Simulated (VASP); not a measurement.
Input:

```
TaN
1.0
    5.19438     0.00000     0.00000
   -2.59719     4.49847     0.00000
    0.00000     0.00000     2.91742
Ta N
3 3
Direct
  0.00000   0.00000   0.00000
  0.33333   0.66667   0.50000
  0.66667   0.33333   0.50000
  0.50000   0.00000   0.00000
  0.50000   0.50000   0.00000
  0.00000   0.50000   0.00000
```

Computed with PBEsol GGA, VASP's PBE PAW potentials (set 64) (plane waves; VASP). Settings: 520 eV cut-off, Gaussian smearing of 0.050 eV, potentials Ta_pv N.

Unless said otherwise, spin-orbit coupling is left out, though it shifts the bands of the heavy elements here.

Q: Predict the band gap (along the path) with the smallest direct gap where there is one.

A: 
```yaml
band gap (along the path): none (metal, semimetal or under 0.01 eV)
```

Only differences to runs with the same potentials and settings are physical.

The structure comes from a measured TaN entry (P6/mmm) of the Crystallography Open Database, whose conditions weren't checked. It was relaxed first.
